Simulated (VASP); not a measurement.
Input of a VASP 6.6.1 run:

The input INCAR:

```
PREC = Accurate
ENCUT = 520
EDIFF = 1E-6
ISMEAR = -1
SIGMA = 0.02
LREAL = F
LASPH = T
NELM = 100
ALGO = Normal
ISIF = 2
LWAVE = F
LCHARG = F
GGA = PE
NBANDS = 19
```

The input KPOINTS:

```
Automatic mesh
0
Gamma
  8 8 8
```

Contents of POSCAR:

```
Ca2C
1.0
   -0.0470994558      3.1155824653      3.1155824653
    3.1155824653     -0.0470994558      3.1155824653
    3.1155824653      3.1155824653     -0.0470994558
C Ca
1 2
Direct
    0.0000000000      0.0000000000      0.0000000000
    0.2500000000      0.2500000000      0.2500000000
    0.7500000000      0.7500000000      0.7500000000
```

Potentials or basis: VASP PAW PBE potentials, release 64 (C, Ca_sv).

Run with:

```console
$ cat potpaw_PBE.64/C/POTCAR potpaw_PBE.64/Ca_sv/POTCAR > POTCAR
$ mpirun -np 1 vasp_std > vasp.out
```

(1) What does it give for the band gap on the k mesh?

(2) Predict the largest force.

(3) What does it give for the pressure?

Answers

(1) 0.19 eV, direct.

(2) 0.008 eV/Å.

(3) 0.4 GPa.
